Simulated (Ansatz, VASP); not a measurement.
**PtS2: VASP beside Ansatz**

Wanted: the spread between two codes on one cell, functional and k mesh. The cell is taken from a series of VASP runs on this material, whose earlier steps may have relaxed, scaled or displaced it; both programs get it as it stands. Valence electrons are named where the data sets of a main pair hold unlike numbers.

Calculated with Ansatz 0.2.0; plane waves, with VASP 6.6.1 beside it; relaxation of cell and atoms at PBEsol with D3(BJ).

### Step 1. Set-up

The structure is trigonal, space group P-3m1 (No. 164). The conventional cell has a = 3.557 Å, b = 3.557 Å, c = 4.406 Å, α = 90.00°, β = 90.00°, γ = 120.00°. Nearest to Pt lie 6 S at 2.37 Å. Nearest to S lie 3 Pt at 2.37 Å. Farther neighbours and most contacts between anions are not listed.

Structure file:

```
Pt S
1.0
     3.55721    0.00000    0.00000
    -1.77861    3.08064    0.00000
     0.00000    0.00000    4.40589
Pt S
1 2
Direct
  0.00000 0.00000 0.00000
  0.66667 0.33333 0.73049
  0.33333 0.66667 0.26951
```

### Step 2. VASP: relaxation of cell and atoms, PBEsol with D3(BJ)

The relaxed volume is the usual yardstick between codes: in a stiff, nearly cubic crystal its relative difference is about their pressure difference at one cell divided by the bulk modulus.

Lines of VASP's logs that name or quote its potential files are left out, and so is its time.

Input file INCAR:

```
SYSTEM = PtS2
PREC = Accurate
ENCUT = 500
EDIFF = 1E-07
NELM = 100
ISMEAR = 0
SIGMA = 0.03
LREAL = .FALSE.
ALGO = Normal
GGA = PS
IVDW = 12
NBANDS = 17
LASPH = .TRUE.
LORBIT = 11
LWAVE = .FALSE.
LCHARG = .FALSE.
KPAR = 4
IBRION = 2
NSW = 50
ISIF = 3
EDIFFG = -0.002
```

Input file POSCAR:

```
PtS2
1.0
    3.5572144728      0.0000000000      0.0000000000
   -1.7786072364      3.0806381001      0.0000000000
    0.0000000000      0.0000000000      4.4058903689
Pt S
1 2
Direct
    0.0000000000      0.0000000000      0.0000000000
    0.6666666667      0.3333333333      0.7304870034
    0.3333333333      0.6666666667      0.2695129966
```

Input file KPOINTS:

```
Automatic mesh
0
Gamma
9 9 4
0 0 0
```

The projector-augmented-wave data sets are Pt and S (PBE family, release 64).

On the command line:

```bash
mpirun -np 4 vasp_std
```

Numbers of over 12 decimals in the logs are rounded to 6 here.

The log of the run:

```text
[banner, memory and clock lines left out]
running    4 mpi-ranks, on    1 nodes
 distrk:  each k-point on    1 cores,    4 groups
 distr:  one band on    1 cores,    1 groups

 POSCAR found type information on POSCAR PtS
 POSCAR found :  2 types and       3 ions
|                                                                             |
|               ----> ADVICE to this user running VASP <----                  |
|                                                                             |
|     You enforced a specific xc type in the INCAR file but a different       |
|     [... a line on the potential file left out ...]
|     I HOPE YOU KNOW WHAT YOU ARE DOING!                                     |
|                                                                             |

 LDA part: xc-table for (Slater+PW92), standard interpolation
 POSCAR, INCAR and KPOINTS ok, starting setup
 FFT: planning ... GRIDC
 FFT: planning ... GRID_SOFT
 FFT: planning ... GRID
 WAVECAR not read
 entering main loop
       N       E                     dE             d eps       ncg     rms          rms(c)
DAV:   1     0.104974393868E+03    0.10497E+03   -0.10439E+04  1502   0.113E+03
DAV:   2    -0.136661051914E+02   -0.11864E+03   -0.11523E+03  1829   0.227E+02
DAV:   3    -0.181755702368E+02   -0.45095E+01   -0.44809E+01  1814   0.455E+01
DAV:   4    -0.182158825410E+02   -0.40312E-01   -0.40294E-01  1932   0.481E+00
DAV:   5    -0.182163978523E+02   -0.51531E-03   -0.51528E-03  1931   0.519E-01    0.196E+01
DAV:   6    -0.172072484212E+02    0.10091E+01   -0.66496E+00  1492   0.245E+01    0.130E+01
DAV:   7    -0.169813340174E+02    0.22591E+00   -0.12041E+00  1491   0.113E+01    0.601E+00
DAV:   8    -0.169529612375E+02    0.28373E-01   -0.69123E-02  1698   0.201E+00    0.128E+00
DAV:   9    -0.169494815932E+02    0.34796E-02   -0.86434E-03  1745   0.919E-01    0.230E-01
DAV:  10    -0.169495189730E+02   -0.37380E-04   -0.12888E-03  1727   0.243E-01    0.855E-02
DAV:  11    -0.169495297438E+02   -0.10771E-04   -0.38797E-05  1964   0.534E-02    0.399E-02
DAV:  12    -0.169495302320E+02   -0.48819E-06   -0.53815E-06  1699   0.224E-02    0.933E-03
DAV:  13    -0.169495305786E+02   -0.34666E-06   -0.95957E-07  1916   0.712E-03    0.344E-03
DAV:  14    -0.169495306262E+02   -0.47600E-07   -0.84286E-08   867   0.193E-03
   1 F= -.18188209E+02 E0= -.18188077E+02  d E =-.181882E+02
 curvature:   0.00 expect dE= 0.000E+00 dE for cont linesearch  0.000E+00
 trial: gam= 0.00000 g(F)=  0.498E-07 g(S)=  0.339E-06 ort = 0.000E+00 (trialstep = 0.100E+01)
 search vector abs. value=  0.388E-06
 reached required accuracy - stopping structural energy minimisation
```

OUTCAR, selected parts (step 2):

```text
ion  position               nearest neighbor table
   1  0.000  0.000  0.000-   2 2.37   3 2.37   3 2.37   2 2.37   2 2.37   3 2.37
   2  0.667  0.333  0.730-   1 2.37   1 2.37   1 2.37
   3  0.333  0.667  0.270-   1 2.37   1 2.37   1 2.37

  LATTYP: Found a hexagonal cell.
 ALAT       =     3.5572144728
 C/A-ratio  =     1.2385787820

 Subroutine GETGRP returns: Found 12 space group operations
 (whereof 12 operations were pure point group operations)

The static configuration has the point symmetry D_3d.

 Found     43 irreducible k-points:

   k-points           NKPTS =     43   k-points in BZ     NKDIM =     43   number of bands    NBANDS=     17

   dimension x,y,z NGX =    28 NGY =   28 NGZ =   32
   dimension x,y,z NGXF=    56 NGYF=   56 NGZF=   64

   ENCUT  =  500.0 eV  36.75 Ry    6.06 a.u.   6.49  6.49  8.03*2*pi/ulx,y,z

   NELECT =      22.0000    total number of electrons

 k-points in reciprocal lattice and weights: Automatic mesh
   0.00000000  0.00000000  0.00000000       0.003
   0.11111111  0.00000000  0.00000000       0.019
   0.22222222  0.00000000  0.00000000       0.019
   0.33333333  0.00000000  0.00000000       0.019
   0.44444444  0.00000000  0.00000000       0.019
   0.11111111  0.11111111  0.00000000       0.019
   0.22222222  0.11111111  0.00000000       0.037
   0.33333333  0.11111111  0.00000000       0.037
   0.44444444  0.11111111  0.00000000       0.019
[...]
0.33333333  0.22222222  0.50000000       0.037
   0.33333333  0.33333333  0.50000000       0.006

 average (electrostatic) potential at core
       1 -66.4826       2 -83.9223       3 -83.9223

 E-fermi :   8.9597

 k-point     1 :       0.0000    0.0000    0.0000
  band No.  band energies     occupation
    ...
      6       4.5009      2.00000
      7       4.5009      2.00000
      8       6.3683      2.00000
      9       7.2629      2.00000
     10       7.2629      2.00000
     11       9.2691      0.00000
     12       9.7793      0.00000
     13       9.7793      0.00000
     14      11.9126      0.00000
     15      14.1226      0.00000
    ...

 k-point     2 :       0.1111    0.0000    0.0000
  band No.  band energies     occupation
    ...
      7       4.3804      2.00000
      8       5.9069      2.00000
      9       7.0291      2.00000
     10       7.1077      2.00000
     11       8.4277      2.00000
     12       9.9516      0.00000
     13      10.2893      0.00000
     14      12.7633      0.00000
     15      14.7009      0.00000
     16      15.8157      0.00000
    ...

 k-point     3 :       0.2222    0.0000    0.0000
  band No.  band energies     occupation
    ...
      7       4.1539      2.00000
      8       5.1614      2.00000
      9       6.6313      2.00000
     10       6.6622      2.00000
     11       7.4907      2.00000
     12      10.4505      0.00000
     13      10.5202      0.00000
     14      13.8649      0.00000
     15      15.1736      0.00000
     16      16.5860      0.00000
    ...

 Edisp (eV)   -1.23868

  Total      -0.00262    -0.00262    -0.00272    -0.00000     0.00000     0.00000
  in kB      -0.08680    -0.08680    -0.09010    -0.00000     0.00000     0.00000
  external pressure =       -0.09 kB  Pullay stress =        0.00 kB

  energy-cutoff  :      500.00
  volume of cell :       48.28
      direct lattice vectors                 reciprocal lattice vectors
     3.557214473  0.000000000  0.000000000     0.281118838  0.162304037  0.000000000
    -1.778607236  3.080638100  0.000000000     0.000000000  0.324608074  0.000000000
     0.000000000  0.000000000  4.405890369     0.000000000  0.000000000  0.226968879

 POSITION                                       TOTAL-FORCE (eV/Angst)
 -----------------------------------------------------------------------------------
      0.00000      0.00000      0.00000         0.000000      0.000000      0.000000
      1.77861      1.02688      3.21845        -0.000000     -0.000000      0.000718
     -0.00000      2.05376      1.18744         0.000000      0.000000     -0.000718
 -----------------------------------------------------------------------------------
    total drift:                               -0.000000      0.000000      0.000000

  FREE ENERGIE OF THE ION-ELECTRON SYSTEM (eV)
  ---------------------------------------------------
  free  energy   TOTEN  =       -18.1882089258 eV

  energy  without entropy=      -18.1879446996  energy(sigma->0) =      -18.18807681

 reached required accuracy - stopping structural energy minimisation

 total charge
# of ion       s       p       d       tot
------------------------------------------
    1        0.709   0.811   8.024   9.544
    2        1.362   2.245   0.000   3.607
    3        1.362   2.245   0.000   3.607
--------------------------------------------------
tot          3.433   5.301   8.024  16.758

[... 3 further parts left out ...]
```

CONTCAR:

```
PtS2
   1.00000000000000
     3.5572144728000001    0.0000000000000000    0.0000000000000000
    -1.7786072364000001    3.0806381000999998    0.0000000000000000
     0.0000000000000000    0.0000000000000000    4.4058903688999997
  Pt              S
     1     2
Direct
     0.0000000000000000    0.0000000000000000    0.0000000000000000
     0.6666666667000030    0.3333333332999970    0.7304870034000004
     0.3333333332999970    0.6666666667000030    0.2695129965999996
```

The k-mesh is coarse for a metal. The PAW data sets were made with PBE, which is usual practice but a small mismatch for other functionals. The run keeps the 12 symmetry operations of its start, so it cannot find a distortion of lower symmetry.

### Step 3. Ansatz: relaxation of cell and atoms, PBEsol with D3(BJ)

Ansatz runs on its default PAW (the set named soft_2) files.

The same cell, functional, mesh and smearing now go to Ansatz, which takes its cutoff from its data sets.

Input file input.yaml:

```yaml
crystal:
  lattice:
    - [3.5572144728, 0.0, 0.0]
    - [-1.7786072364, 3.0806381001, 0.0]
    - [0.0, 0.0, 4.4058903689]
  atoms:
    - { symbol: Pt, position: [0.0, 0.0, 0.0] }
    - { symbol: S, position: [0.6666666667, 0.3333333333, 0.7304870034] }
    - { symbol: S, position: [0.3333333333, 0.6666666667, 0.2695129966] }
hamiltonian:
  xc: pbesol
  pseudopotentials: { kind: paw }
  dispersion: d3bj
kpoints:
  mp_grid: { grid: [9, 9, 4] }
scf:
  occupations: { method: gaussian, width: 0.03 }
relax:
  f_tol: 0.01
  max_steps: 60
  cell: { stress_tol: 0.05 }
output:
  forces: true
  stress: true
```

On the command line:

```bash
ansatz run input.yaml --threads 4 --pin off --max-ram 9216MiB --backend cpu --events-out ev --progress --plain --runs-dir out
```

The log of the run:

```text
Engine: ansatz 0.2.0, aarch64-unknown-linux-gnu
Pseudopotentials: kind: paw
Pseudopotential: Pt, paw, valence charge 18, recommended cutoff 420 eV (normal), Pt.paw.azcp
Pseudopotential: S, paw, valence charge 6, recommended cutoff 420 eV (normal), S.paw.azcp
Functional definition: PBEsol
  exchange = pbesol_x
  correlation = pbesol_c
Crystal: 3 atoms, lattice volume = 48.282 Å³
Basis set: ecut = 420 eV, 921 PW (Γ), exchange–correlation on 48×48×60 points (8 copies of the dense FFT grid, shifted against one another)
Bands: 19, of which v1, the nominal top of the filled ones, is band 15 counted from 1 (14 counted from 0)
Symmetry: 12 space group operations
Space group: P-3m1 (ITA 164), of the structure as read, at distance tolerance 3.6e-5 Å
k-points: 43 of 324
Non-local potential: Pt, projectors of the file, l = 0: 3, l = 1: 2, l = 2: 2, l = 3: 1
Non-local potential: S, projectors of the file, l = 0: 2, l = 1: 2, l = 2: 2
PAW form: soft (Blöchl's): semilocal exchange-correlation on the pseudo side does not see the compensation charge
PAW frozen core: Pt, regenerated for the run's functional, and the local potential with it (the file was generated under x = pbe(κ = 0.804, μ = 0.219515), c = pbe(β = 0.066725))
PAW frozen core: S, regenerated for the run's functional, and the local potential with it (the file was generated under x = pbe(κ = 0.804, μ = 0.219515), c = pbe(β = 0.066725))
PAW one-centre angular grid: Pt, 590 points (default); XC on 64 Gauss nodes
PAW one-centre angular grid: S, 110 points (default); XC on 64 Gauss nodes
Initial density: superposition of atomic densities (neutral atoms: chi_scale 0, normalization atom), corrected by the library's trained network
Initial wavefunctions: pseudopotential atomic-orbital guess
Functional: x = pbesol(κ = 0.804, μ = 0.123457), c = pbesol(β = 0.046)
SCF iter   1: F=—  HF=-14156.079821 eV  |F-HF|=—  |Δ(HF+E_count)|=         —  Δρ=4.96e-3  dr2=1.16e-2  ethr=1.77e-3  ⟨swp⟩=5.5  Hψ=4039  notcnv=0
preconditioner: auto → Resta (q_TF=auto, 2.520 Å⁻¹)  ε∞=7.4  [insulator: Δε(μ)=0.259 eV  Ē_g=9.897 eV  σ=0.030 eV  W_gap=0.93  n_scr=20 (ndim 8)  ℏωp=25.1 eV  f_vac=0.000  D(μ)=0.59/eV (n_scr^D=2)  ε∞_Penn≈7.4]
SCF iter   2: F=—  HF=-14156.078111 eV  |F-HF|=—  |Δ(HF+E_count)|=   1.71e-3  Δρ=2.79e-3  dr2=4.05e-3  ethr=3.87e-5  ⟨swp⟩=2.1  Hψ=1496  notcnv=0
SCF iter   3: F=—  HF=-14156.077213 eV  |F-HF|=—  |Δ(HF+E_count)|=   8.98e-4  Δρ=4.21e-4  dr2=6.65e-5  ethr=1.35e-5  ⟨swp⟩=2.0  Hψ=1447  notcnv=0
SCF iter   4: F=—  HF=-14156.077265 eV  |F-HF|=—  |Δ(HF+E_count)|=   5.23e-5  Δρ=1.32e-4  dr2=8.18e-6  ethr=2.22e-7  ⟨swp⟩=2.0  Hψ=1266  notcnv=0
SCF iter   5: F=—  HF=-14156.077270 eV  |F-HF|=—  |Δ(HF+E_count)|=   5.00e-6  Δρ=2.41e-5  dr2=2.54e-7  ethr=2.73e-8  ⟨swp⟩=2.3  Hψ=1213  notcnv=0
SCF iter   6: F=-14156.077270 eV  HF=-14156.077270 eV  |F-HF|=2.54e-9  |Δ(HF+E_count)|=   2.27e-7  Δρ=3.81e-6  dr2=6.26e-9  ethr=3.33e-10  ⟨swp⟩=4.0  Hψ=2753  notcnv=0
SCF 1 converged in 6 iterations: F = -14156.077270 eV  dr2 = 6.26e-9
  greatest PAW one-centre occupation: 1.000 electrons in one spin orbital (limit 2), on the Pt atom at site 0 (counted from 0), in its partial waves of l = 0
relax step   1: F+E_penalty+E_count = -14156.07727046 eV  Δ(F+E_penalty+E_count) = +0.000e0 eV  max|allowed force component| = 2.933e-2 eV/Å  Δτ_max = 0.0000 Å  P = +0.239 GPa  Ω = 48.282 Å³  (6 SCF iters, dr2 threshold 1.00e-7 eV, accepted)
[...]
relax step   2: F+E_penalty+E_count = -14156.07737533 eV  Δ(F+E_penalty+E_count) = -1.049e-4 eV  max|allowed force component| = 2.705e-4 eV/Å  Δτ_max = 0.0018 Å  P = -0.059 GPa  Ω = 48.300 Å³  energy of the carried Pulay correction = -3.586e-6 eV  (6 SCF iters, dr2 threshold 2.48e-7 eV, accepted)
[...]
relax step   3: F+E_penalty+E_count = -14156.07738980 eV  Δ(F+E_penalty+E_count) = -1.446e-5 eV  max|allowed force component| = 2.915e-3 eV/Å  Δτ_max = 0.0010 Å  P = +0.003 GPa  Ω = 48.256 Å³  energy of the carried Pulay correction = +5.130e-6 eV  (6 SCF iters, dr2 threshold 9.24e-9 eV, accepted)
[...]
relax step   4: F+E_penalty+E_count = -14156.07738622 eV  Δ(F+E_penalty+E_count) = +3.577e-6 eV  max|allowed force component| = 2.917e-3 eV/Å  Δτ_max = 0.0000 Å  P = +0.003 GPa  Ω = 48.256 Å³  stress off target by 1.46e-2 GPa  SCF on the basis re-selected at this cell (its energy is not comparable with the rows above)  (7 SCF iters)
basis re-selected at this cell: Δ(F+E_penalty+E_count) = +3.577e-6 eV, ΔP = -0.000 GPa vs the last step (what re-selecting the basis moved, of the pressure what is left beyond the Pulay correction that the steps carried, after the strain that the cell walked since its last selection, with what the two solves' SCF thresholds leave and, on support functions, any second-order correction that the steps lacked; it is no m [...]
SCF converged after 7 iterations
Free energy (F): -14156.077386 eV
Harris-Foulkes:  -14156.077386 eV  (|F-HF|=3.64e-12)
Internal energy: -14156.077123 eV  (E = F + TS)
E sigma→0 (E₀):  -14156.077255 eV
Entropy (-TS):   -0.000263 eV (-0.088 meV/atom)
Fermi energy:    13.748530 eV
--- Per-component energies (eV) ---
  E_band       = -255.178669
  E_kinetic    = 853.277436
  E_local      = -2599.380182  (includes V_loc(G=0)·N_el)
  E_nonlocal   = 259.040757
  E_hartree    = 1005.920267
  E_xc         = -454.102994
  E_vxc        = -479.249860  (∫ρ·V_xc dr)
  E_paw        = -10484.207414  (= ΣΔE_a)
  E_vpaw       = -300.707529  (= ΣTr[D̂ρ^β])
  E_aug_tail   = 0.000174  (compensation charges beyond the density's cutoff)
  E_ewald      = -2735.796357
  E_disp       = -1.239691  (pairwise vdW)
  E_core_change = 0.410880  (= ΣΔE_core)
  E_smearing   = -0.000263  (= −TS)
  E_closure    = 0.000000  (closes the sum)
  Σ components = -14156.077386   (vs F -14156.077386, Δ=0.00e0)
--- Forces (eV/Å), atoms counted from 1 ---
  atom   1  Pt    -0.00000000    -0.00000000     0.00000000
  atom   2  S      0.00000000     0.00000000     0.00291718
  atom   3  S     -0.00000000     0.00000000    -0.00291718
  max |Σ_I F_I| component: 2.31e-18 eV/Å
--- Stress (GPa, compression-positive) ---
        0.011209       0.000000      -0.000000
        0.000000       0.011209      -0.000000
       -0.000000      -0.000000      -0.014577
  P = ⅓ Tr σ = 0.0026 GPa (0.026 kbar)
--- Relaxed structure (3 steps of the walk, 3 accepted, 1 SCFs on fresh bases) ---
  F+E_penalty+E_count = -14156.07738622 eV   max|allowed force component| = 2.917e-3 eV/Å   (the final SCF, on the basis selected at the relaxed cell)
  cell:  # Å, volume = 48.2564 Å³
    - [3.559473, 0, 3.058365525202215e-19]
    - [-1.779736, 3.082594, -1.5291827626012754e-19]
    - [3.7880266470346848e-19, 0, 4.397975]
  atoms:
    - { symbol: Pt, position: [0, 0, 0] }
    - { symbol: S, position: [0.666667, 0.333333, 0.729865] }
    - { symbol: S, position: [0.333333, 0.666667, 0.270135] }
```

It took 2.4 s on 4 threads of Arm Neoverse V1, shared host; peak memory 0.36 GiB; 8.2 s of CPU time.

### Step 4. Side by side

Known differences besides the potentials themselves: both relaxations stop at a tolerance, which leaves soft axes loose, and VASP keeps its plane-wave basis; the data sets hold 30 valence electrons in Ansatz (on its default PAW (the set named soft_2) files) and 22 in VASP; the cutoff is 420 eV in Ansatz and 500 eV in VASP; Ansatz makes its cores anew for this functional, VASP keeps those of its PBE data sets; Ansatz adds a Pulay correction to the stress that steers its cell, VASP none. Total energies have different zeros and are not compared.

Compared:

```
                                         quantity  Ansatz   VASP  difference
                                      volume (Å³)   48.26  48.28     -0.05 %
edge a after relaxation, in the typed setting (Å)   3.559  3.557     +0.06 %
edge c after relaxation, in the typed setting (Å)   4.398  4.406     -0.18 %
```

The walks stopped with 0.00 GPa left in Ansatz and -0.01 GPa in VASP; each walk ends within a tolerance, so the volume difference is uncertain by about these residues over the bulk modulus, most in soft cells.

### Step 5. What came out

```json
{"difference in edge c after relaxation, in the typed setting (relaxation of cell and atoms, PBEsol with D3(BJ))": "-0.18 %"}
```

The difference in edge c after relaxation, in the typed setting is -0.18 % (relaxation of cell and atoms, PBEsol with D3(BJ)), within the 1.2 % picked in this series as the mark of a large difference, as far as the stopping tolerances let one tell. The data sets hold unlike numbers of valence electrons (30 in Ansatz and 22 in VASP), so part of the differences comes from the potentials. Such differences can come from data sets, numerical settings and the points named under the comparisons, not from the functional's error against experiment.

[Lines on the potential files, build, host, timing and source positions are cut from VASP's logs without a mark.]

[Logs are printed without paths, hosts, clocks, repeated set-up lines and the standing remarks that a program may print on its own settings, such as how far it seeks lower states.]

[Hosts, paths, dates, database ids (printed as entryN), source tags and the programs' standing remarks are cut or masked in the printed files.]
